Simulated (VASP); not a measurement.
An input for Quantum ESPRESSO's pw.x (written as the equivalent of a VASP run, and not itself run):

```
&CONTROL
  calculation = 'scf'
  pseudo_dir = './pseudo'
  outdir = './out'
  tprnfor = .true.
  tstress = .true.
/
&SYSTEM
  ibrav = 0
  nat = 12
  ntyp = 2
  ecutwfc = 84
  occupations = 'smearing'
  smearing = 'gaussian'
  degauss = 0.000735
  input_dft = 'pbe'
/
&ELECTRONS
  conv_thr = 7.3e-08
  electron_maxstep = 100
/
ATOMIC_SPECIES
  Zr 91.224 Zr.upf
  O 15.999 O.upf
CELL_PARAMETERS angstrom
     5.2302690    0.0000000    0.0000000
     0.0000000    5.3054860    0.0000000
    -0.8867980    0.0000000    5.3353840
ATOMIC_POSITIONS crystal
  Zr   0.7236900  0.9578500  0.7904000
  Zr   0.2763100  0.0421500  0.2096000
  Zr   0.2763100  0.4578500  0.7096000
  Zr   0.7236900  0.5421500  0.2904000
  O    0.0692100  0.1662900  0.8438300
  O    0.9307900  0.8337100  0.1561700
  O    0.9307900  0.6662900  0.6561700
  O    0.0692100  0.3337100  0.3438300
  O    0.5507000  0.2574200  0.0214000
  O    0.4493000  0.7425800  0.9786000
  O    0.4493000  0.7574200  0.4786000
  O    0.5507000  0.2425800  0.5214000
K_POINTS automatic
  4 4 3 0 0 0
```

Q: Write the VASP files for the same calculation (PBE).

A: This is not unique; one that fits is 
POSCAR:
```
ZrO2
1
    5.2302690000     0.0000000000     0.0000000000
    0.0000000000     5.3054860000     0.0000000000
   -0.8867980000     0.0000000000     5.3353840000
Zr O
4 8
Direct
  0.7236900000   0.9578500000   0.7904000000
  0.2763100000   0.0421500000   0.2096000000
  0.2763100000   0.4578500000   0.7096000000
  0.7236900000   0.5421500000   0.2904000000
  0.0692100000   0.1662900000   0.8438300000
  0.9307900000   0.8337100000   0.1561700000
  0.9307900000   0.6662900000   0.6561700000
  0.0692100000   0.3337100000   0.3438300000
  0.5507000000   0.2574200000   0.0214000000
  0.4493000000   0.7425800000   0.9786000000
  0.4493000000   0.7574200000   0.4786000000
  0.5507000000   0.2425800000   0.5214000000
```

### KPOINTS
```
Automatic mesh
0
Gamma
4 4 3
0 0 0
```

**INCAR**
```
SYSTEM = ZrO2
PREC = Accurate; ENCUT = 400; LREAL = F
LASPH = T
EDIFF = 1E-6; NELM = 100; ALGO = Normal
LMAXMIX = 4
ISMEAR = 0; SIGMA = 0.01
GGA = PE
ISIF = 2
LWAVE = F; LCHARG = F
```

POTCAR, in this order: Zr_sv O (PBE.64 set). Program: vasp_std.

Limits of the translation: the potentials are each code's own (VASP's PAW set, PseudoDojo norm-conserving files in pw.x), so ENCUT and ecutwfc are chosen apart and not converted; conv_thr bounds pw.x's estimated SCF error, while EDIFF bounds the energy change between steps.

The structure comes from a computed database's ZrO2 entry, a phase known from measurement. The cell was not relaxed at this level.
